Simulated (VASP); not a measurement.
Consider the following.

```
CELL_PARAMETERS angstrom
      1.48410    -2.57054     0.00000
      1.48410     2.57054     0.00000
      0.00000     0.00000     2.89680
ATOMIC_POSITIONS crystal
  W  0.00000 0.00000 0.00000
  C  0.33333 0.66667 0.50000
```

Level of theory: PBE GGA, VASP's PBE PAW potentials (set 64) (plane waves; VASP 6.6.1). Run with 520 eV cut-off, 13×13×11 Γ-centred mesh, first-order Methfessel-Paxton smearing of 0.10 eV, potentials W_sv C.

Task: Give the stress tensor in GPa (positive for a compressed cell).

Result: 
```
-14.95    0.00    0.00
  0.00  -14.95    0.00
  0.00    0.00  -18.74
```
The pressure is its mean diagonal, -16.21 GPa.

The compound is WC in the wc structure. The cell was not relaxed at this level.
